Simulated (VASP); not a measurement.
# RPA total energies of SnSe2, part 4 of 4

How do semilocal functionals compare with the RPA for SnSe2, and at what cost? The scan starts from a database cell scaled to its smallest volume. The cell is of the CdI2 type. Left out of this account: 1 further run (self-consistent run: 1). The start is a cell from a database of measured crystal structures.

VASP 6.6.1, plane waves and PAW; the level of theory is named at each step.

So far. Step 15 (Comparison: HSE06, volume ratio 0.96): Its energy is -4.7793 eV an atom, on a zero of its own. Step 16 (Orbitals, volume ratio 0.99): The run ends at a pressure of 1.75 GPa, with forces up to 0.50 eV/Å.

**17. Exact exchange, volume ratio 0.99**

This step: Hartree-Fock energy on LDA orbitals; plane waves and PAW (Sn_d_GW, Se_GW) (VASP 6.6.1).

Exact exchange at this point.

Input file INCAR:

```
SYSTEM = SnSe2
PREC = Accurate
ENCUT = 300
ISMEAR = 0
SIGMA = 0.05
LREAL = .FALSE.
GGA = CA
NBANDS = 19
ALGO = Eigenval
NELM = 1
LHFCALC = .TRUE.
AEXX = 1
ALDAC = 0
AGGAC = 0
PRECFOCK = Normal
LWAVE = .FALSE.
LCHARG = .FALSE.
```

Input file POSCAR:

```
SnSe2
1.0
    3.7982540854      0.0000000000      0.0000000000
   -1.8991270427      3.2893845280      0.0000000000
    0.0000000000      0.0000000000      6.1154781076
Sn Se
1 2
Direct
    0.0000000000      0.0000000000      0.0000000000
    0.6666666667      0.3333333333      0.7510000000
    0.3333333333      0.6666666667      0.2490000000
```

Input file KPOINTS:

```
Automatic mesh
0
Gamma
4 4 3
0 0 0
```

PAW data sets: Sn_d_GW and Se_GW (LDA family, release 64).

The WAVECAR or CHGCAR of an earlier step is read.

The run is started by

```console
> mpirun -np 4 vasp_std
```

Output:

```text
[... set-up lines as in an earlier step ...]
 entering main loop
       N       E                     dE             d eps       ncg     rms          rms(c)
EIG:   1    -0.241561E+02   -0.24156E+02    0.00000E+00     0   0.000E+00
   1 F= -.24156075E+02 E0= -.24156075E+02  d E =-.419776E-16
```

Wall time 27 s (4 MPI ranks of Intel Xeon 6975P-C (Granite Rapids), shared host); peak memory 0.47 GiB.

From OUTCAR (step 17):

```text
 POSITION                                       TOTAL-FORCE (eV/Angst)
 -----------------------------------------------------------------------------------
      0.00000      0.00000      0.00000         0.000000      0.000000      0.000000
      1.89913      1.09646      4.59272        -0.000000      0.000000      0.307470
     -0.00000      2.19292      1.52275         0.000000     -0.000000     -0.307470
 -----------------------------------------------------------------------------------
    total drift:                               -0.000000      0.000000      0.000000

  FREE ENERGIE OF THE ION-ELECTRON SYSTEM (eV)
  ---------------------------------------------------
  free  energy   TOTEN  =       -24.1560746697 eV

  energy  without entropy=      -24.1560746697  energy(sigma->0) =      -24.15607467

[... 2 parts as in an earlier step ...]

[... 1 further part left out ...]
[key lines of the parts left out:]
E-fermi :   3.6769
```

The Hartree-Fock energy on these orbitals is -8.0520 eV an atom.

**18. Empty bands, volume ratio 0.99**

This step: LDA; plane waves and PAW (Sn_d_GW, Se_GW) (VASP 6.6.1).

The empty bands are made again, for the run that follows.

Input file INCAR:

```
SYSTEM = SnSe2
PREC = Accurate
ENCUT = 300
ISMEAR = 0
SIGMA = 0.05
LREAL = .FALSE.
GGA = CA
NBANDS = 920
ALGO = Exact
NELM = 1
LWAVE = .TRUE.
LCHARG = .FALSE.
LOPTICS = .TRUE.
NEDOS = 1000
CSHIFT = 0.1
```

POSCAR is that of step 17.

KPOINTS is that of step 17.

The run is started by

```console
> mpirun -np 4 vasp_std
```

Output:

```text
[banner, memory and clock lines left out]
running    4 mpi-ranks, on    1 nodes
[...]
LDA part: xc-table for (Slater(with rela. corr.)+CA(PZ))
 , standard interpolation
 found WAVECAR, reading the header
  number of bands has changed, file:    19 present:   920
  trying to continue reading WAVECAR, but it might fail
 POSCAR, INCAR and KPOINTS ok, starting setup
[...]
reading WAVECAR
 random initialization beyond band           19
 the WAVECAR file was read successfully
 initial charge from wavefunction
 entering main loop
       N       E                     dE             d eps       ncg     rms          rms(c)
DIA:   1    -0.136148E+02   -0.13615E+02    0.00000E+00     0   0.000E+00
   1 F= -.13614838E+02 E0= -.13614838E+02  d E =-.426267E-17
 writing wavefunctions
 optical routines
 imaginary and real dielectric function
 recalculating local potential from charge density
 direction            1
 direction            2
 direction            3
```

Wall time 8.2 s (4 MPI ranks); peak memory 0.81 GiB; 29 s of CPU time.

From OUTCAR (step 18):

```text
  Total        0.7842944      0.7842944      0.9360380      0.0000000     -0.0000000      0.0000000
  in kB       16.4460129     16.4460129     19.6279522      0.0000000     -0.0000000      0.0000000
  external PRESSURE =      17.5066593 kB  Pullay stress =       0.0000000 kB

 POSITION                                       TOTAL-FORCE (eV/Angst)
 -----------------------------------------------------------------------------------
      0.00000      0.00000      0.00000        -0.000000      0.000000      0.000000
      1.89913      1.09646      4.59272        -0.000000     -0.000000     -0.496811
     -0.00000      2.19292      1.52275         0.000000      0.000000      0.496811
 -----------------------------------------------------------------------------------
    total drift:                                0.000000      0.000000      0.000000

  FREE ENERGIE OF THE ION-ELECTRON SYSTEM (eV)
  ---------------------------------------------------
  free  energy   TOTEN  =       -13.6148382739 eV

  energy  without entropy=      -13.6148382739  energy(sigma->0) =      -13.61483827

[... 1 part as in an earlier step ...]

[... 2 further parts left out ...]
[key lines of the parts left out:]
E-fermi :   3.6871
```

WAVECAR now holds 920 bands for 26 electrons.

**19. RPA correlation, volume ratio 0.99**

This step: RPA correlation on LDA orbitals; plane waves and PAW (Sn_d_GW, Se_GW) (VASP 6.6.1).

RPA correlation at this point.

Input file INCAR:

```
SYSTEM = SnSe2
PREC = Accurate
ENCUT = 300
ISMEAR = 0
SIGMA = 0.05
LREAL = .FALSE.
GGA = CA
NBANDS = 920
ALGO = ACFDT
ENCUTGW = 200
NOMEGA = 12
PRECFOCK = Fast
LWAVE = .FALSE.
LCHARG = .FALSE.
```

POSCAR is that of step 18.

KPOINTS is that of step 18.

The run is started by

```console
> mpirun -np 4 vasp_std
```

Output:

```text
[banner, memory and clock lines left out]
running    4 mpi-ranks, on    1 nodes
[...]
LDA part: xc-table for (Slater(with rela. corr.)+CA(PZ))
 , standard interpolation
 found WAVECAR, reading the header
 POSCAR, INCAR and KPOINTS ok, starting setup
[...]
reading WAVECAR
 the WAVECAR file was read successfully
 initial charge from wavefunction
 available memory per node:     89.14 GB, setting MAXMEM to     91284

 The Fermi energy was updated, please check that it is located mid-gap
 values below the HOMO (VB) or above the LUMO (CB) will cause erroneous energies
 E-fermi :   3.7192

 the WAVEDER file was read successfully
 set NWRITE>2 for more details about minimax calculation
 number of imaginary grid points requested:      12
 number of distinct grids requested:  1
 quadrature errors minimized for energies in [ 0.635E+00, 0.315E+03 ]
 bosonic grid (T=0, re) determined with error: 0.3515E-06
 bosonic grid (re): 0.3515E-06
       0.1583       0.5196       1.0322       1.8621       3.3024
[...]
NQ=   3    0.5000   -0.0000    0.0000,
|.........|.........|.........|.........
 performed      20142000 updates of chi_q(r,r)
 total number of BLAS operations      39406.58 Gflops
NQ=   4    0.2500    0.2500    0.0000,
|.........|.........|.........|.........
 performed      26856000 updates of chi_q(r,r)
 total number of BLAS operations      52621.37 Gflops
NQ=   5    0.0000    0.0000    0.3333,
|.........|.........|.........|.........
 performed      33570000 updates of chi_q(r,r)
 total number of BLAS operations      65729.80 Gflops
NQ=   6    0.2500   -0.0000    0.3333,
|.........|.........|.........|.........
 performed      40284000 updates of chi_q(r,r)
 total number of BLAS operations      78944.59 Gflops
NQ=   7    0.0000    0.2500    0.3333,
|.........|.........|.........|.........
 performed      46998000 updates of chi_q(r,r)
 total number of BLAS operations      92159.38 Gflops
NQ=   8    0.5000   -0.0000    0.3333,
|.........|.........|.........|.........
 performed      53712000 updates of chi_q(r,r)
 total number of BLAS operations     105056.39 Gflops
NQ=   9    0.2500    0.2500    0.3333,
|.........|.........|.........|.........
 performed      60426000 updates of chi_q(r,r)
 total number of BLAS operations     118006.10 Gflops
 entering main loop
```

The job ended after 19 min (4 MPI ranks; peak memory 1.5 GiB; 76 min of CPU time).

OUTCAR, selected parts (step 19):

```text
      cutoff energy     smooth cutoff   RPA   correlation   Hartree contr. to MP2
---------------------------------------------------------------------------------
            200.000           160.000      -33.8575609459      -54.7635257247
            190.476           152.381      -33.6507661632      -54.5137670516
            181.406           145.125      -33.4262737413      -54.2399539481
            172.768           138.214      -33.1824423589      -53.9398796920
            164.541           131.632      -32.9217437059      -53.6162526102
            156.705           125.364      -32.6407426229      -53.2644946540
            149.243           119.394      -32.3398090833      -52.8851300064
            142.136           113.709      -32.0220382635      -52.4816587307
  linear regression

[... 2 parts as in an earlier step ...]

[... 2 further parts left out ...]
[key lines of the parts left out:]
E-fermi :   3.7192
```

The correlation energy is -12.203 eV an atom, +4 meV against the point before. With exact exchange the total is -20.2545 eV an atom.

**20. Comparison: r2SCAN, volume ratio 0.99**

This step: r2SCAN; plane waves and PAW (Sn_d_GW, Se_GW) (VASP 6.6.1).

The comparison at this point.

Input file INCAR:

```
SYSTEM = SnSe2
PREC = Accurate
ENCUT = 300
EDIFF = 1E-06
NELM = 100
ISMEAR = 0
SIGMA = 0.05
LREAL = .FALSE.
ALGO = Normal
METAGGA = R2SCAN
LASPH = .TRUE.
NBANDS = 19
LWAVE = .FALSE.
LCHARG = .FALSE.
KPAR = 4
```

POSCAR is that of step 19.

KPOINTS is that of step 19.

The run is started by

```console
> mpirun -np 4 vasp_std
```

Output:

```text
[... set-up lines as in an earlier step ...]
 entering main loop
       N       E                     dE             d eps       ncg     rms          rms(c)
DAV:   1    -0.566421E+03   -0.56642E+03   -0.82029E+03   464   0.373E+03
DAV:   2    -0.716179E+03   -0.14976E+03   -0.14425E+03   585   0.662E+02
DAV:   3    -0.730283E+03   -0.14104E+02   -0.14003E+02   542   0.125E+02
DAV:   4    -0.730583E+03   -0.30056E+00   -0.30024E+00   494   0.142E+01
[...]
DAV:  11    -0.725888E+03   -0.28061E-05   -0.48770E-05   484   0.176E-01    0.134E-02
DAV:  12    -0.725888E+03   -0.14524E-05   -0.54689E-06   406   0.225E-02    0.275E-03
DAV:  13    -0.725888E+03    0.30973E-06   -0.29306E-07   243   0.244E-02
   1 F= -.72588783E+03 E0= -.72588783E+03  d E =-.690323E-13
```

Run time: 14 s. Hardware: 4 MPI ranks; peak memory 0.61 GiB.

OUTCAR, selected parts (step 20):

```text
  Total        1.9782214      1.9782214      2.1694156      0.0000000      0.0000000      0.0000000
  in kB       41.4816853     41.4816853     45.4908730      0.0000000      0.0000000      0.0000000
  external PRESSURE =      42.8180812 kB  Pullay stress =       0.0000000 kB

 POSITION                                       TOTAL-FORCE (eV/Angst)
 -----------------------------------------------------------------------------------
      0.00000      0.00000      0.00000        -0.000000      0.000000      0.000000
      1.89913      1.09646      4.59272         0.000000      0.000000     -0.540112
     -0.00000      2.19292      1.52275        -0.000000      0.000000      0.540112
 -----------------------------------------------------------------------------------
    total drift:                                0.000000      0.000000      0.000000

  FREE ENERGIE OF THE ION-ELECTRON SYSTEM (eV)
  ---------------------------------------------------
  free  energy   TOTEN  =      -725.8878261333 eV

  energy  without entropy=     -725.8878261333  energy(sigma->0) =     -725.88782613

[... 2 parts as in an earlier step ...]

[... 1 further part left out ...]
[key lines of the parts left out:]
E-fermi :   3.6098
```

Its energy is -241.9626 eV an atom, on a zero of its own.

**21. Orbitals for comparison: HSE06, volume ratio 0.99**

This step: LDA; plane waves and PAW (Sn_d_GW, Se_GW) (VASP 6.6.1).

Starting orbitals, as before.

Input file INCAR:

```
SYSTEM = SnSe2
PREC = Accurate
ENCUT = 300
EDIFF = 1E-05
NELM = 100
ISMEAR = 0
SIGMA = 0.05
LREAL = .FALSE.
ALGO = Normal
GGA = CA
NBANDS = 19
LORBIT = 11
LWAVE = .TRUE.
LCHARG = .FALSE.
KPAR = 4
```

POSCAR is that of step 20.

KPOINTS is that of step 20.

The run is started by

```console
> mpirun -np 4 vasp_std
```

Output:

```text
[... set-up lines as in an earlier step ...]
 entering main loop
       N       E                     dE             d eps       ncg     rms          rms(c)
[... 10 cycles as in an earlier step ...]
DAV:  11    -0.136148E+02    0.45870E-06   -0.10472E-05   308   0.548E-02
   1 F= -.13614838E+02 E0= -.13614838E+02  d E =-.795951E-14
 writing wavefunctions
```

Wall time 3.2 s (4 MPI ranks); peak memory 0.53 GiB; 8.6 s of CPU time.

Parts of OUTCAR (step 21):

```text
  Total        0.7512882      0.7512882      0.9039788      0.0000000      0.0000000      0.0000000
  in kB       15.7538993     15.7538993     18.9556976      0.0000000      0.0000000      0.0000000
  external PRESSURE =      16.8211654 kB  Pullay stress =       0.0000000 kB

 POSITION                                       TOTAL-FORCE (eV/Angst)
 -----------------------------------------------------------------------------------
      0.00000      0.00000      0.00000         0.000000      0.000000      0.000000
      1.89913      1.09646      4.59272        -0.000000      0.000000     -0.494761
     -0.00000      2.19292      1.52275         0.000000     -0.000000      0.494761
 -----------------------------------------------------------------------------------
    total drift:                                0.000000      0.000000      0.000000

  FREE ENERGIE OF THE ION-ELECTRON SYSTEM (eV)
  ---------------------------------------------------
  free  energy   TOTEN  =       -13.6148376888 eV

  energy  without entropy=      -13.6148376888  energy(sigma->0) =      -13.61483769

[... 2 parts as in an earlier step ...]

[... 1 further part left out ...]
[key lines of the parts left out:]
E-fermi :   3.6518
```

The run ends at a pressure of 1.68 GPa, with forces up to 0.49 eV/Å.

**22. Comparison: HSE06, volume ratio 0.99**

This step: HSE06; plane waves and PAW (Sn_d_GW, Se_GW) (VASP 6.6.1).

The comparison at this point.

Input file INCAR:

```
SYSTEM = SnSe2
PREC = Accurate
ENCUT = 300
EDIFF = 1E-06
NELM = 100
ISMEAR = 0
SIGMA = 0.05
LREAL = .FALSE.
ALGO = Normal
LHFCALC = .TRUE.
AEXX = 0.25
GGA = PE
HFSCREEN = 0.2
LASPH = .TRUE.
NBANDS = 19
PRECFOCK = Fast
LWAVE = .FALSE.
LCHARG = .FALSE.
KPAR = 4
```

POSCAR is that of step 21.

KPOINTS is that of step 21.

The run starts from files that an earlier step left in the folder.

The run is started by

```console
> mpirun -np 4 vasp_std
```

Output:

```text
[... set-up lines as in an earlier step ...]
 entering main loop
       N       E                     dE             d eps       ncg     rms          rms(c)
DAV:   1    -0.144064E+02   -0.14406E+02   -0.14441E+00   456   0.377E+01    0.984E-01
DAV:   2    -0.144183E+02   -0.11960E-01   -0.88463E-02   484   0.371E+00    0.867E-01
DAV:   3    -0.144130E+02    0.52904E-02   -0.10558E-02   518   0.251E+00    0.570E-01
DAV:   4    -0.144120E+02    0.10716E-02   -0.23290E-03   476   0.125E+00    0.353E-01
DAV:   5    -0.144117E+02    0.26442E-03   -0.38721E-04   468   0.619E-01    0.212E-01
DAV:   6    -0.144116E+02    0.87649E-04   -0.86431E-05   468   0.269E-01    0.125E-01
DAV:   7    -0.144116E+02    0.22511E-04   -0.31459E-05   476   0.976E-02    0.730E-02
DAV:   8    -0.144116E+02    0.45212E-05   -0.71691E-06   481   0.366E-02    0.435E-02
DAV:   9    -0.144116E+02    0.39253E-06   -0.16021E-06   355   0.196E-02
   1 F= -.14411589E+02 E0= -.14411589E+02  d E =-.245818E-16
```

The job ended after 78 s (4 MPI ranks; peak memory 0.95 GiB).

From OUTCAR (step 22):

```text
 POSITION                                       TOTAL-FORCE (eV/Angst)
 -----------------------------------------------------------------------------------
      0.00000      0.00000      0.00000         0.000000      0.000000      0.000000
      1.89913      1.09646      4.59272        -0.000000      0.000000     -0.340343
     -0.00000      2.19292      1.52275         0.000000     -0.000000      0.340343
 -----------------------------------------------------------------------------------
    total drift:                                0.000002      0.000001      0.000050

  FREE ENERGIE OF THE ION-ELECTRON SYSTEM (eV)
  ---------------------------------------------------
  free  energy   TOTEN  =       -14.4115893665 eV

  energy  without entropy=      -14.4115893665  energy(sigma->0) =      -14.41158937

[... 2 parts as in an earlier step ...]

[... 1 further part left out ...]
[key lines of the parts left out:]
E-fermi :   3.3470
```

Its energy is -4.8039 eV an atom, on a zero of its own.

**23. Summary of results**

| Quantity | Value |
| --- | --- |
| RPA correlation energy | -36.7 eV |
| RPA correlation energy | -36.6 eV |
| RPA correlation energy | -36.6 eV |

An RPA minimum was not obtained, because the series ended early or the minimum lies outside it. Exact exchange and correlation are taken on one coarse mesh and aren't self-consistent; the correlation energy is extrapolated in the response cutoff by the program, which at the first volume adds -923 meV an atom to the value at the highest cutoff and varies with the volume; a small fit error says nothing about that part. NBANDS follows the largest plane-wave count of any k point, which rises in steps with the volume. The cheaper functionals share the mesh. The atoms weren't relaxed and carry forces of up to 1.3 eV/Å at LDA in the first static run, so the numbers belong to the given coordinates, and a relaxation could shift or reorder the levels. Not tabulated here, as repeats of values shown or as unfit to read for their mesh, reference level or band range: eps2 curves (empty bands); eps1 curves and static values (empty bands); gaps (empty bands). Not shown: the runs at volume ratio 1.02, where the chain didn't finish.

[Long decimals in the printed logs are rounded to 6 places.]

[Lines on the potential files, build, host, timing and source positions are cut from VASP's logs without a mark.]

[Logs are printed without paths, hosts, clocks, repeated set-up lines and the standing remarks that a program may print on its own settings, such as how far it seeks lower states.]

[Hosts, paths, dates, database ids (printed as entryN), source tags and the programs' standing remarks are cut or masked in the printed files.]

[Measured values are set beside computed ones only where the two were judged alike; some that the calculation misses by far are left out.]

[Pressures printed for these runs are not shown converged in the cutoff: they can be off by several GPa and have the wrong sign.]
